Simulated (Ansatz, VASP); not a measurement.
## GaSb: VASP beside Ansatz

One calculation is typed for both programs; each brings its own data sets. How far apart do they land? Of the first pair: The cell is taken from a series of runs on this material, whose earlier steps may have relaxed, scaled, displaced or heated it; both programs get it as it stands.

Main program and level: Ansatz 0.2.0; plane waves, with VASP 6.6.1 beside it; relaxation of cell and atoms at PBEsol and single point at PBEsol.

## 1. Set-up

The structure is cubic, space group F-43m (No. 216). Conventional cell: a = 6.112 Å, b = 6.112 Å, c = 6.112 Å, α = 90.00°, β = 90.00°, γ = 90.00°. Nearest to Sb lie 4 Ga at 2.65 Å. Ga has 4 Sb at 2.65 Å nearest. Farther neighbours are not listed.

## 2. Ansatz: relaxation of cell and atoms, PBEsol

Ansatz runs on its PAW soft_1 files.

The relaxed volume is the usual yardstick between codes: in a stiff, nearly cubic crystal its relative difference is about their pressure difference at one cell divided by the bulk modulus.

input.yaml reads:

```yaml
crystal:
  lattice:
    - [0.0, 3.0560468148, 3.0560468148]
    - [3.0560468148, 0.0, 3.0560468148]
    - [3.0560468148, 3.0560468148, 0.0]
  atoms:
    - { symbol: Sb, position: [0.75, 0.75, 0.75] }
    - { symbol: Ga, position: [0.0, 0.0, 0.0] }
kpoints:
  mp_grid: { grid: [8, 8, 8] }
scf:
  occupations: { method: fermi_dirac, width: 0.02 }
hamiltonian:
  xc: pbesol
  pseudopotentials: { kind: paw, azcp: { folder: soft_1 }, xc_functional: pbe }
basis:
  ecutwfc: 600
output:
  forces: true
  stress: true
relax:
  f_tol: 0.005
  max_steps: 70
  cell: { stress_tol: 0.02, p_target: 0 }
```

Started as:

```
ansatz run input.yaml --threads 4 --pin off --max-ram 10240MiB --backend cpu --events-out ev --progress --plain --runs-dir out
```

Numbers of over 12 decimals in the logs are rounded to 6 here.

Output:

```text
Engine: ansatz 0.2.0, aarch64-unknown-linux-gnu
Pseudopotentials: kind: paw
Pseudopotential: Sb, paw, valence charge 15, recommended cutoff 420 eV (normal), soft_1/Sb.paw.azcp
Pseudopotential: Ga, paw, valence charge 13, recommended cutoff 420 eV (normal), soft_1/Ga.paw.azcp
Functional definition: PBEsol
  exchange = pbesol_x
  correlation = pbesol_c
Crystal: 2 atoms, lattice volume = 57.083 Å³
Basis set: ecut = 600 eV, 1917 PW (Γ), exchange–correlation on 72×72×72 points (8 copies of the dense FFT grid, shifted against one another)
Bands: 18, of which v1, the nominal top of the filled ones, is band 14 counted from 1 (13 counted from 0)
Symmetry: 24 space group operations
Space group: F-43m (ITA 216), of the structure as read, at distance tolerance 3.9e-5 Å
k-points: 29 of 512 (time reversal used)
Non-local potential: Sb, projectors of the file, l = 0: 2, l = 1: 2, l = 2: 2, l = 3: 1
Non-local potential: Ga, projectors of the file, l = 0: 2, l = 1: 2, l = 2: 3, l = 3: 1
PAW form: soft (Blöchl's): semilocal exchange-correlation on the pseudo side does not see the compensation charge
PAW frozen core: Sb, regenerated for the run's functional, and the local potential with it (the file was generated under x = pbe(κ = 0.804, μ = 0.219515), c = pbe(β = 0.066725))
PAW frozen core: Ga, regenerated for the run's functional, and the local potential with it (the file was generated under x = pbe(κ = 0.804, μ = 0.219515), c = pbe(β = 0.066725))
PAW one-centre angular grid: Sb, 590 points (default); XC on 64 Gauss nodes
PAW one-centre angular grid: Ga, 590 points (default); XC on 64 Gauss nodes
Initial density: superposition of atomic densities (chi_scale 0.1, normalization cell, long waves kept (reshape's long-wave potential 0.00 eV rms))
Initial wavefunctions: pseudopotential atomic-orbital guess
Functional: x = pbesol(κ = 0.804, μ = 0.123457), c = pbesol(β = 0.046)
SCF iter   1: F=—  HF=-10151.695624 eV  |F-HF|=—  |Δ(HF+E_count)|=         —  Δρ=3.18e-2  dr2=4.11e-1  ethr=3.10e-3  ⟨swp⟩=6.1  Hψ=2924  notcnv=0
preconditioner: auto → none  [insulator: Δε(μ)=0.361 eV  Ē_g=14.729 eV  σ=0.020 eV  W_gap=0.67  n_scr=14 (ndim 8)  ℏωp=20.9 eV  f_vac=0.006  D(μ)=0.13/eV (n_scr^D=0)  ε∞_Penn≈3.0]
SCF iter   2: F=—  HF=-10151.618696 eV  |F-HF|=—  |Δ(HF+E_count)|=   7.69e-2  Δρ=1.46e-2  dr2=7.04e-2  ethr=1.47e-3  ⟨swp⟩=2.0  Hψ=871  notcnv=0
SCF iter   3: F=—  HF=-10151.616804 eV  |F-HF|=—  |Δ(HF+E_count)|=   1.89e-3  Δρ=4.69e-3  dr2=1.25e-2  ethr=2.52e-4  ⟨swp⟩=2.1  Hψ=906  notcnv=0
SCF iter   4: F=—  HF=-10151.611355 eV  |F-HF|=—  |Δ(HF+E_count)|=   5.45e-3  Δρ=8.40e-4  dr2=2.32e-4  ethr=4.45e-5  ⟨swp⟩=3.0  Hψ=1011  notcnv=0
SCF iter   5: F=—  HF=-10151.611304 eV  |F-HF|=—  |Δ(HF+E_count)|=   5.15e-5  Δρ=3.75e-4  dr2=2.82e-5  ethr=8.30e-7  ⟨swp⟩=2.0  Hψ=790  notcnv=0
SCF iter   6: F=—  HF=-10151.611306 eV  |F-HF|=—  |Δ(HF+E_count)|=   2.30e-6  Δρ=3.74e-5  dr2=7.33e-7  ethr=1.01e-7  ⟨swp⟩=2.0  Hψ=904  notcnv=0
SCF iter   7: F=-10151.611306 eV  HF=-10151.611306 eV  |F-HF|=2.32e-8  |Δ(HF+E_count)|=   3.98e-7  Δρ=6.99e-6  dr2=2.39e-8  ethr=3.57e-10  ⟨swp⟩=5.0  Hψ=2126  notcnv=0
SCF 1 converged in 7 iterations: F = -10151.611306 eV  dr2 = 2.39e-8
  greatest PAW one-centre occupation: 0.996 electrons in one spin orbital (limit 2), on the Sb atom at site 0 (counted from 0), in its partial waves of l = 2
relax step   1: F+E_penalty+E_count = -10151.61130577 eV  Δ(F+E_penalty+E_count) = +0.000e0 eV  max|allowed force component| = 8.348e-17 eV/Å  Δτ_max = 0.0000 Å  P = -0.000 GPa  Ω = 57.083 Å³  (7 SCF iters, dr2 threshold 1.00e-7 eV, accepted)
Initial density: handed on by an earlier stage of this run
Initial wavefunctions: pseudopotential atomic-orbital guess (no wavefunctions were taken with the density)
iter 1 solved again at ethr=3.99e-7 eV; its pass at ethr=3.10e-3 eV (dr2=1.12e-4 eV) is discarded
SCF iter   1: F=—  HF=-10151.611308 eV  |F-HF|=—  |Δ(HF+E_count)|=         —  Δρ=7.27e-6  dr2=2.54e-8  ethr=3.99e-7  ⟨swp⟩=3.1  Hψ=4313  notcnv=0
eigensolver tolerance schedule: the retry pair's looser diagonalisation over-reported the residual by 4408.50 of it (diagonalisation noise at 1.31 of the residual, at the tolerance the schedule requests for it); recorded, not acted on — ethr = c·dr2/N_el stays at c = 1.0e-1
preconditioner: auto → none  [insulator: Δε(μ)=0.353 eV  Ē_g=14.542 eV  σ=0.020 eV  W_gap=0.73  n_scr=14 (ndim 8)  ℏωp=20.9 eV  f_vac=0.077  D(μ)=0.15/eV (n_scr^D=0)  ε∞_Penn≈3.1]
SCF iter   2: F=—  HF=-10151.611306 eV  |F-HF|=—  |Δ(HF+E_count)|=   2.16e-6  Δρ=4.16e-6  dr2=7.98e-9  ethr=9.05e-11  ⟨swp⟩=3.0  Hψ=1133  notcnv=0
SCF iter   3: F=—  HF=-10151.611306 eV  |F-HF|=—  |Δ(HF+E_count)|=   8.75e-9  Δρ=2.19e-6  dr2=2.48e-9  ethr=2.85e-11  ⟨swp⟩=2.0  Hψ=784  notcnv=0
SCF iter   4: F=—  HF=-10151.611306 eV  |F-HF|=—  |Δ(HF+E_count)|=  3.87e-10  Δρ=5.19e-7  dr2=1.02e-10  ethr=8.86e-12  ⟨swp⟩=2.0  Hψ=784  notcnv=0
SCF iter   5: F=—  HF=-10151.611306 eV  |F-HF|=—  |Δ(HF+E_count)|=  6.73e-11  Δρ=2.88e-7  dr2=2.03e-11  ethr=1.00e-12  ⟨swp⟩=2.8  Hψ=913  notcnv=0
SCF iter   6: F=-10151.611306 eV  HF=-10151.611306 eV  |F-HF|=0.00e0  |Δ(HF+E_count)|=  3.64e-12  Δρ=5.40e-8  dr2=1.56e-12  ethr=1.00e-12  ⟨swp⟩=5.0  Hψ=2548  notcnv=0
SCF 2 converged in 6 iterations: F = -10151.611306 eV  dr2 = 1.56e-12
relax step   2: F+E_penalty+E_count = -10151.61130578 eV  Δ(F+E_penalty+E_count) = -4.849e-9 eV  max|allowed force component| = 1.110e-16 eV/Å  Δτ_max = 0.0000 Å  P = -0.000 GPa  Ω = 57.083 Å³  stress off target by 3.54e-4 GPa  SCF on the basis re-selected at this cell (its energy is not comparable with the rows above)  (6 SCF iters)
basis re-selected at this cell: Δ(F+E_penalty+E_count) = -4.849e-9 eV, ΔP = -0.000 GPa vs the last step (what re-selecting the basis moved, of the pressure what is left beyond the Pulay correction that the steps carried, after the strain that the cell walked since its last selection, with what the two solves' SCF thresholds leave and, on support functions, any second-order correction that the steps lacked; it is no m [...]
SCF converged after 6 iterations
Free energy (F): -10151.611306 eV
Harris-Foulkes:  -10151.611306 eV  (|F-HF|=0.00e0)
Internal energy: -10151.611130 eV  (E = F + TS)
E sigma→0 (E₀):  -10151.611218 eV
Entropy (-TS):   -0.000176 eV (-0.088 meV/atom)
Fermi energy:    7.739119 eV
--- Per-component energies (eV) ---
  E_band       = -260.455029
  E_kinetic    = 275.696624
  E_local      = -3377.917139  (includes V_loc(G=0)·N_el)
  E_nonlocal   = 299.975332
  E_hartree    = 1727.200672
  E_xc         = -160.349790
  E_vxc        = -146.040211  (∫ρ·V_xc dr)
  E_paw        = -6421.082550  (= ΣΔE_a)
  E_vpaw       = -766.571034  (= ΣTr[D̂ρ^β])
  E_aug_tail   = 0.000003  (compensation charges beyond the density's cutoff)
  E_ewald      = -2496.329116
  E_core_change = 1.194834  (= ΣΔE_core)
  E_smearing   = -0.000176  (= −TS)
  E_closure    = 0.000000  (closes the sum)
  Σ components = -10151.611306   (vs F -10151.611306, Δ=0.00e0)
--- Forces (eV/Å), atoms counted from 1 ---
  atom   1  Sb     0.00000000     0.00000000     0.00000000
  atom   2  Ga     0.00000000    -0.00000000    -0.00000000
  max |Σ_I F_I| component: 2.22e-16 eV/Å
--- Stress (GPa, compression-positive) ---
       -0.000354      -0.000000      -0.000000
       -0.000000      -0.000354       0.000000
       -0.000000       0.000000      -0.000354
  P = ⅓ Tr σ = -0.0004 GPa (-0.004 kbar)
--- Relaxed structure (1 steps of the walk, 1 accepted, 1 SCFs on fresh bases) ---
  F+E_penalty+E_count = -10151.61130578 eV   max|allowed force component| = 1.110e-16 eV/Å   (the final SCF, on the basis selected at the relaxed cell)
  cell:  # Å, volume = 57.0834 Å³
    - [0.0, 3.0560468148, 3.0560468148]
    - [3.0560468148, 0.0, 3.0560468148]
    - [3.0560468148, 3.0560468148, 0.0]
  atoms:
    - { symbol: Sb, position: [0.75, 0.75, 0.75] }
    - { symbol: Ga, position: [0.0, 0.0, 0.0] }
```

In the SCF lines HF is the Harris–Foulkes energy and dr2 the Hartree energy of the density residual, in eV; the loop may stop once dr2 is under the threshold and the program's other checks hold. Hψ counts applications of the Hamiltonian.

## 3. VASP: relaxation of cell and atoms, PBEsol

The same cell, functional, mesh and smearing now go to VASP, with its own data sets.

Lines of VASP's logs that name or quote its potential files are left out, and so is its time.

INCAR reads:

```
SYSTEM = GaSb
PREC = Accurate
ENCUT = 500
EDIFF = 1E-07
NELM = 120
ISMEAR = -1
SIGMA = 0.02
LREAL = .FALSE.
ALGO = Normal
GGA = PS
NBANDS = 15
LORBIT = 11
LWAVE = .FALSE.
LCHARG = .FALSE.
ISIF = 3
IBRION = 2
NSW = 80
EDIFFG = -0.005
LASPH = .TRUE.
GGA_COMPAT = .FALSE.
NELMIN = 4
KPAR = 2
```

POSCAR reads:

```
GaSb
1.0
    0.0000000000      3.0560468148      3.0560468148
    3.0560468148      0.0000000000      3.0560468148
    3.0560468148      3.0560468148      0.0000000000
Sb Ga
1 1
Direct
    0.7500000000      0.7500000000      0.7500000000
    0.0000000000      0.0000000000      0.0000000000
```

KPOINTS reads:

```
Automatic mesh
0
Gamma
8 8 8
0 0 0
```

PAW data sets: Sb and Ga_d (PBE family, release 64).

Started as:

```
mpirun -np 2 vasp_std
```

Output:

```text
[banner, memory and clock lines left out]
running    2 mpi-ranks, on    1 nodes
 distrk:  each k-point on    1 cores,    2 groups
 distr:  one band on    1 cores,    1 groups

 POSCAR found type information on POSCAR SbGa
 POSCAR found :  2 types and       2 ions
|                                                                             |
|               ----> ADVICE to this user running VASP <----                  |
|                                                                             |
|     You enforced a specific xc type in the INCAR file but a different       |
|     [... a line on the potential file left out ...]
|     I HOPE YOU KNOW WHAT YOU ARE DOING!                                     |
|                                                                             |

 LDA part: xc-table for (Slater+PW92), standard interpolation
 POSCAR, INCAR and KPOINTS ok, starting setup
 FFT: planning ... GRIDC
 FFT: planning ... GRID_SOFT
 FFT: planning ... GRID
 WAVECAR not read
 entering main loop
       N       E                     dE             d eps       ncg     rms          rms(c)
DAV:   1     0.776775274517E+02    0.77678E+02   -0.84476E+03   878   0.144E+03
DAV:   2    -0.236027326706E+01   -0.80038E+02   -0.77283E+02  1031   0.291E+02
DAV:   3    -0.814311486973E+01   -0.57828E+01   -0.57475E+01  1031   0.658E+01
DAV:   4    -0.824614763886E+01   -0.10303E+00   -0.10302E+00  1097   0.998E+00
DAV:   5    -0.824871901264E+01   -0.25714E-02   -0.25713E-02  1102   0.136E+00    0.315E+00
DAV:   6    -0.817367509323E+01    0.75044E-01   -0.88242E-02  1136   0.527E+00    0.184E+00
DAV:   7    -0.814743003660E+01    0.26245E-01   -0.45016E-02  1080   0.198E+00    0.367E-01
DAV:   8    -0.814746120182E+01   -0.31165E-04   -0.50088E-03  1148   0.892E-01    0.101E-01
DAV:   9    -0.814774773553E+01   -0.28653E-03   -0.45530E-04   989   0.182E-01    0.366E-02
DAV:  10    -0.814774301138E+01    0.47241E-05   -0.21378E-05  1119   0.440E-02    0.904E-03
DAV:  11    -0.814775287743E+01   -0.98661E-05   -0.12137E-05   989   0.245E-02    0.488E-03
DAV:  12    -0.814775299612E+01   -0.11868E-06   -0.48890E-07  1080   0.728E-03    0.604E-04
DAV:  13    -0.814775296723E+01    0.28883E-07   -0.34183E-08   841   0.149E-03
   1 F= -.81477530E+01 E0= -.81476660E+01  d E =-.814775E+01
 curvature:   0.00 expect dE= 0.000E+00 dE for cont linesearch  0.000E+00
 trial: gam= 0.00000 g(F)=  0.345E-46 g(S)=  0.504E-04 ort = 0.000E+00 (trialstep = 0.100E+01)
 search vector abs. value=  0.504E-04
 bond charge predicted
       N       E                     dE             d eps       ncg     rms          rms(c)
DAV:   1    -0.814834279753E+01   -0.58980E-03   -0.73040E-03  1087   0.141E+00    0.136E-01
DAV:   2    -0.814789705574E+01    0.44574E-03   -0.80798E-04  1080   0.531E-01    0.621E-02
DAV:   3    -0.814778670252E+01    0.11035E-03   -0.11876E-04  1108   0.175E-01    0.142E-02
DAV:   4    -0.814777448361E+01    0.12219E-04   -0.12976E-05  1003   0.476E-02    0.475E-03
DAV:   5    -0.814777327754E+01    0.12061E-05   -0.84250E-07  1039   0.111E-02    0.129E-03
DAV:   6    -0.814777324507E+01    0.32468E-07   -0.11425E-07   512   0.568E-03
   2 F= -.81477732E+01 E0= -.81476854E+01  d E =-.202778E-04
 trial-energy change:   -0.000020  1 .order   -0.000021   -0.000050    0.000009
 step:   0.8433(harm=  0.8492)  dis= 0.00000  next Energy=    -8.147774 (dE=-0.210E-04)
 reached required accuracy - stopping structural energy minimisation
```

Parts of OUTCAR (step 3):

```text
ion  position               nearest neighbor table
   1  0.750  0.750  0.750-   2 2.65   2 2.65   2 2.65   2 2.65
   2  0.000  0.000  0.000-   1 2.65   1 2.65   1 2.65   1 2.65

  LATTYP: Found a face centered cubic cell.
 ALAT       =     6.1120936296

 Subroutine GETGRP returns: Found 24 space group operations
 (whereof 24 operations were pure point group operations)

The static configuration has the point symmetry T_d .

 Found     29 irreducible k-points:

   k-points           NKPTS =     29   k-points in BZ     NKDIM =     29   number of bands    NBANDS=     15

   dimension x,y,z NGX =    32 NGY =   32 NGZ =   32
   dimension x,y,z NGXF=    64 NGYF=   64 NGZF=   64

   ENCUT  =  500.0 eV  36.75 Ry    6.06 a.u.   7.88  7.88  7.88*2*pi/ulx,y,z

   NELECT =      18.0000    total number of electrons

 k-points in reciprocal lattice and weights: Automatic mesh
   0.00000000  0.00000000  0.00000000       0.002
   0.12500000  0.00000000  0.00000000       0.016
   0.25000000  0.00000000  0.00000000       0.016
   0.37500000  0.00000000  0.00000000       0.016
   0.50000000  0.00000000  0.00000000       0.008
   0.12500000  0.12500000  0.00000000       0.012
   0.25000000  0.12500000  0.00000000       0.047
   0.37500000  0.12500000  0.00000000       0.047
   0.50000000  0.12500000  0.00000000       0.047
[...]
-0.37500000  0.50000000  0.12500000       0.023
  -0.25000000  0.50000000  0.25000000       0.012

 average (electrostatic) potential at core
       1 -87.4782       2 -65.5391

 E-fermi :   4.7637

 k-point     1 :       0.0000    0.0000    0.0000
  band No.  band energies     occupation
    ...
      6      -6.7683      2.00000
      7       4.7398      1.53533
      8       4.7424      1.48824
      9       4.7424      1.48824
     10       4.7424      1.48823
     11       7.4988      0.00000
     12       7.4988      0.00000
     13       7.4988      0.00000
     14      10.3696      0.00000
     15      13.3438      0.00000

 k-point     2 :       0.1250    0.0000    0.0000
  band No.  band energies     occupation
    ...
      5     -10.2078      2.00000
      6      -6.6077      2.00000
      7       2.7144      2.00000
      8       4.4870      2.00000
      9       4.4870      2.00000
     10       5.7433      0.00000
     11       7.8467      0.00000
     12       7.8467      0.00000
     13       8.1265      0.00000
     14      11.2263      0.00000
    ...

 k-point     3 :       0.2500    0.0000    0.0000
  band No.  band energies     occupation
    ...
      5     -10.2080      2.00000
      6      -6.1501      2.00000
      7       0.6911      2.00000
      8       4.0362      2.00000
      9       4.0362      2.00000
     10       5.5028      0.00000
     11       8.3612      0.00000
     12       8.3612      0.00000
     13       9.8832      0.00000
     14      11.7922      0.00000
    ...

  Total       -0.0046852     -0.0046852     -0.0046852     -0.0000000      0.0000000      0.0000000
  in kB       -0.1312491     -0.1312491     -0.1312491     -0.0000000      0.0000000      0.0000000
  external PRESSURE =      -0.1312491 kB  Pullay stress =       0.0000000 kB

  energy-cutoff  :      500.00
  volume of cell :       57.19
      direct lattice vectors                 reciprocal lattice vectors
     0.000000000  3.057992072  3.057992072    -0.163505983  0.163505983  0.163505983
     3.057992072  0.000000000  3.057992072     0.163505983 -0.163505983  0.163505983
     3.057992072  3.057992072  0.000000000     0.163505983  0.163505983 -0.163505983

 POSITION                                       TOTAL-FORCE (eV/Angst)
 -----------------------------------------------------------------------------------
      4.58699      4.58699      4.58699         0.000000     -0.000000      0.000000
      0.00000      0.00000      0.00000        -0.000000      0.000000     -0.000000
 -----------------------------------------------------------------------------------
    total drift:                               -0.000000     -0.000000     -0.000000

  FREE ENERGIE OF THE ION-ELECTRON SYSTEM (eV)
  ---------------------------------------------------
  free  energy   TOTEN  =        -8.1477732451 eV

  energy  without entropy=       -8.1475975841  energy(sigma->0) =       -8.14768541

 reached required accuracy - stopping structural energy minimisation

 total charge
# of ion       s       p       d       tot
------------------------------------------
    1        1.131   1.336   0.027   2.495
    2        0.909   0.766   9.963  11.638
--------------------------------------------------
tot          2.041   2.102   9.990  14.133

[... 3 further parts left out ...]
```

CONTCAR:

```
GaSb
   1.00000000000000
     0.0000000000000000    3.0579920719399101    3.0579920719399101
     3.0579920719399101    0.0000000000000000    3.0579920719399101
     3.0579920719399101    3.0579920719399101    0.0000000000000000
  Sb              Ga
     1     1
Direct
     0.7500000000000000    0.7500000000000000    0.7500000000000000
     0.0000000000000000    0.0000000000000000    0.0000000000000000
```

The k-mesh is coarse for a metal.

## 4. Differences

Known differences besides the potentials themselves: the data sets hold 28 valence electrons in Ansatz (on its PAW soft_1 files) and 18 in VASP; the cutoff is 600 eV in Ansatz and 500 eV in VASP; Ansatz makes its cores anew for this functional, VASP keeps those of its PBE data sets; Ansatz adds a Pulay correction to the stress that steers its cell, VASP none. Total energies have different zeros and are not compared.

The two programs side by side:

| quantity | Ansatz | VASP | difference |
| --- | --- | --- | --- |
| volume (Å³) | 57.08 | 57.19 | -0.19 % |
| edge a after relaxation, in the typed setting (Å) | 4.322 | 4.325 | -0.06 % |

## 5. Ansatz: relaxation, PBEsol

This run makes the geometry at which the two programs are then compared.

The structure compared here is the end of the Ansatz relaxation.

input.yaml, as its differences from that of step 2:

```diff
@@ -23,2 +23,2 @@
   max_steps: 70
-  cell: { stress_tol: 0.02, p_target: 0 }
+  cell: { stress_tol: 0.02, p_target: 10 }
```

Started as:

```
ansatz run input.yaml --threads 4 --pin off --max-ram 10240MiB --backend cpu --events-out ev --progress --plain --runs-dir out
```

Output:

```text
[...]
Crystal: 2 atoms, lattice volume = 57.083 Å³
Basis set: ecut = 600 eV, 1917 PW (Γ), exchange–correlation on 72×72×72 points (8 copies of the dense FFT grid, shifted against one another)
Bands: 18, of which v1, the nominal top of the filled ones, is band 14 counted from 1 (13 counted from 0)
Symmetry: 24 space group operations
[...]
k-points: 29 of 512 (time reversal used)
[...]
-0.000000       9.996402       0.000000
       -0.000000       0.000000       9.996402
  P = ⅓ Tr σ = 9.9964 GPa (99.964 kbar)
--- Relaxed structure (4 steps of the walk, 4 accepted, 1 SCFs on fresh bases) ---
[...]
cell:  # Å, volume = 49.6509 Å³
    - [0, 2.917196, 2.917196]
    - [2.917196, 0, 2.917196]
    - [2.917196, 2.917196, 0]
  atoms:
    - { symbol: Sb, position: [0.750000, 0.750000, 0.750000] }
    - { symbol: Ga, position: [0, 0, 0] }
[key lines of the parts left out:]
SCF converged after 6 iterations
Free energy (F): -10151.409503 eV
Fermi energy:    9.984935 eV
```

[end of part 1 of 2]

[Lines on the potential files, build, host, timing and source positions are cut from VASP's logs without a mark.]

[Logs are printed without paths, hosts, clocks, repeated set-up lines and the standing remarks that a program may print on its own settings, such as how far it seeks lower states.]

[Hosts, paths, dates, database ids (printed as entryN), source tags and the programs' standing remarks are cut or masked in the printed files.]
